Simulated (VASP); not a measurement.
These are PBEsol GGA with spin-orbit coupling, VASP's PBE PAW potentials (set 64) (plane waves; VASP 6.6.1) values and carry that method's errors.

The input files of a VASP run:

### POSCAR
```
Ho
1
    0.0000000000     2.4429849976     2.4429849976
    2.4429849976     0.0000000000     2.4429849976
    2.4429849976     2.4429849976    -0.0000000000
Ho
1
Direct
  0.0000000000   0.0000000000   0.0000000000
```

KPOINTS_OPT:
```
k-points along high-symmetry lines
8
Line-mode
Reciprocal
  0.000000   0.000000   0.000000 ! GAMMA
  0.500000   0.000000   0.500000 ! X

  0.500000   0.000000   0.500000 ! X
  0.625000   0.250000   0.625000 ! U

  0.375000   0.375000   0.750000 ! K
  0.000000   0.000000   0.000000 ! GAMMA

  0.000000   0.000000   0.000000 ! GAMMA
  0.500000   0.500000   0.500000 ! L

  0.500000   0.500000   0.500000 ! L
  0.500000   0.250000   0.750000 ! W

  0.500000   0.250000   0.750000 ! W
  0.500000   0.000000   0.500000 ! X
```

### INCAR
```
SYSTEM = Ho
PREC = Accurate; ENCUT = 400; LREAL = .FALSE.
LASPH = .TRUE.
EDIFF = 1E-6; NELM = 100; ALGO = Normal
LMAXMIX = 6
ISMEAR = 0; SIGMA = 0.05
GGA = PS; GGA_COMPAT = .FALSE.
MAGMOM = 0 0 0
LSORBIT = .TRUE.
LWAVE = .FALSE.; LCHARG = .FALSE.
```

### KPOINTS
```
kpoints
0
gamma
  12 12 12
```

POTCAR, in this order: Ho_3 (PBE.64 set). Program: vasp_ncl.

The run wrote:

**OUTCAR**
```
 ion  position               nearest neighbor table
   1  0.000  0.000  0.000-
  LATTYP: Found a face centered cubic cell.
 ALAT       =     4.8859699952
 Subroutine PRICEL returns:
 Original cell was already a primitive cell.
 Subroutine GETGRP returns: Found 48 space group operations
The static configuration has the point symmetry O_h .
The dynamic configuration has the point symmetry O_h .
The overall configuration has the point symmetry O_h .
 Subroutine INISYM returns: Found 48 space group operations
 Subroutine IBZKPT returns following result:
 Found     72 irreducible k-points:

 Following reciprocal coordinates:
            Coordinates               Weight
  0.000000  0.000000  0.000000      1.000000
  0.083333  0.000000  0.000000      8.000000
  0.166667  0.000000  0.000000      8.000000
  0.250000  0.000000  0.000000      8.000000
  0.333333  0.000000  0.000000      8.000000
  0.416667  0.000000  0.000000      8.000000
  0.500000  0.000000  0.000000      4.000000
  0.083333  0.083333  0.000000      6.000000
  0.166667  0.083333  0.000000     24.000000
  0.250000  0.083333  0.000000     24.000000
  0.333333  0.083333  0.000000     24.000000
  0.416667  0.083333  0.000000     24.000000
  0.500000  0.083333  0.000000     24.000000
 -0.416667  0.083333  0.000000     24.000000
 -0.333333  0.083333  0.000000     24.000000
 -0.250000  0.083333  0.000000     24.000000
 -0.166667  0.083333  0.000000     24.000000
 -0.083333  0.083333  0.000000     12.000000
  0.166667  0.166667  0.000000      6.000000
  0.250000  0.166667  0.000000     24.000000
  0.333333  0.166667  0.000000     24.000000
  0.416667  0.166667  0.000000     24.000000
  0.500000  0.166667  0.000000     24.000000
 -0.416667  0.166667  0.000000     24.000000
...
```

File OSZICAR:
```
       N       E                     dE             d eps       ncg     rms          rms(c)
DAV:   1     0.252945059503E+02    0.25295E+02   -0.36372E+03  2840   0.874E+02
DAV:   2    -0.414283560786E+01   -0.29437E+02   -0.28429E+02  3752   0.356E+02
DAV:   3    -0.520561146462E+01   -0.10628E+01   -0.10390E+01  3464   0.449E+01
DAV:   4    -0.523057700651E+01   -0.24966E-01   -0.24707E-01  3568   0.620E+00
DAV:   5    -0.523093488730E+01   -0.35788E-03   -0.35778E-03  3432   0.975E-01    0.180E+01
DAV:   6    -0.522818722327E+01    0.27477E-02   -0.13635E-02  3808   0.185E+00    0.107E+01
DAV:   7    -0.523129895559E+01   -0.31117E-02   -0.13107E-02  3816   0.184E+00    0.484E+00
DAV:   8    -0.523247906221E+01   -0.11801E-02   -0.15574E-03  3872   0.643E-01    0.170E-01
DAV:   9    -0.523230889601E+01    0.17017E-03   -0.64028E-04  3656   0.302E-01    0.135E-02
DAV:  10    -0.523231194186E+01   -0.30458E-05   -0.41080E-05  3352   0.842E-02    0.838E-03
DAV:  11    -0.523231079882E+01    0.11430E-05   -0.19772E-06  2872   0.299E-02    0.578E-03
DAV:  12    -0.523231072772E+01    0.71100E-07   -0.17983E-07  1672   0.777E-03
   1 F= -.52323107E+01 E0= -.52307364E+01  d E =-.314861E-02  mag=     0.0000    -0.0000     0.0000
       N       E                     dE             ncg
```

OUTCAR:
```
------------------------ aborting loop because EDIFF is reached ----------------------------------------
  FORCE on cell =-STRESS in cart. coord.  units (eV):
  Direction    XX          YY          ZZ          XY          YZ          ZX
  --------------------------------------------------------------------------------------
  Total       -0.0537541     -0.0537541     -0.0537541      0.0000000      0.0000000     -0.0000000
  in kB       -2.9534501     -2.9534501     -2.9534501      0.0000000      0.0000000     -0.0000000
  external PRESSURE =      -2.9534501 kB  Pullay stress =       0.0000000 kB
  volume of cell :       29.16
      direct lattice vectors                 reciprocal lattice vectors
     0.000000000  2.442984998  2.442984998    -0.204667651  0.204667651  0.204667651
     2.442984998  0.000000000  2.442984998     0.204667651 -0.204667651  0.204667651
     2.442984998  2.442984998  0.000000000     0.204667651  0.204667651 -0.204667651
 POSITION                                       TOTAL-FORCE (eV/Angst)
 -----------------------------------------------------------------------------------
      0.00000      0.00000      0.00000        -0.000000     -0.000000      0.000000
 -----------------------------------------------------------------------------------
    total drift:                               -0.000000      0.000000     -0.000000
  FREE ENERGIE OF THE ION-ELECTRON SYSTEM (eV)
  ---------------------------------------------------
  free  energy   TOTEN  =        -5.2323107277 eV

  energy  without entropy=       -5.2291621149  energy(sigma->0) =       -5.23073642

 Ion:    1  E_soc:     -0.5955849
```
(Selected blocks of OUTCAR.)

**OUTCAR**
```
 val. band max:        3.1560216538   @ k =   0.4167   0.2500   0.0833

 cond. band min:       3.1752820374   @ k =  -0.3333   0.2500   0.0833


 Fermi energy:         3.1647893018

 k-point     1 :       0.0000    0.0000    0.0000
  band No.  band energies     occupation
      1     -23.5569      1.00000
      2     -23.5569      1.00000
      3     -18.6163      1.00000
      4     -18.6163      1.00000
      5     -18.6163      1.00000
      6     -18.6163      1.00000
      7      -2.2671      1.00000
      8      -2.2671      1.00000
      9       5.1170      0.00000
     10       5.1170      0.00000
     11       5.1170      0.00000
     12       5.1170      0.00000
     13       5.3346      0.00000
     14       5.3346      0.00000
     15       7.7218      0.00000
     16       7.7218      0.00000

 k-point     2 :       0.0833    0.0000    0.0000
  band No.  band energies     occupation
      1     -23.5730      1.00000
      2     -23.5730      1.00000
      3     -18.6648      1.00000
      4     -18.6648      1.00000
      5     -18.6245      1.00000
      6     -18.6245      1.00000
      7      -2.0574      1.00000
      8      -2.0574      1.00000
      9       4.9388      0.00000
     10       4.9388      0.00000
     11       5.2053      0.00000
     12       5.2053      0.00000
     13       5.3924      0.00000
     14       5.3924      0.00000
     15       7.5866      0.00000
     16       7.5878      0.00000

 k-point     3 :       0.1667    0.0000    0.0000
  band No.  band energies     occupation
      1     -23.6177      1.00000
      2     -23.6177      1.00000
      3     -18.7934      1.00000
      4     -18.7934      1.00000
      5     -18.6469      1.00000
      6     -18.6469      1.00000
      7      -1.4719      1.00000
      8      -1.4719      1.00000
      9       4.4524      0.00000
     10       4.4524      0.00000
     11       5.3693      0.00000
     12       5.3693      0.00000
     13       5.6051      0.00000
...
```

The 4f electrons are frozen in the core of the lanthanide potential, so 4f levels, which can set the real gap, and their magnetism are missing.

The structure was generated: Ho was put into the fcc type (Fm-3m), which need not be its known phase. It was relaxed first, which changed the volume by -7 %.
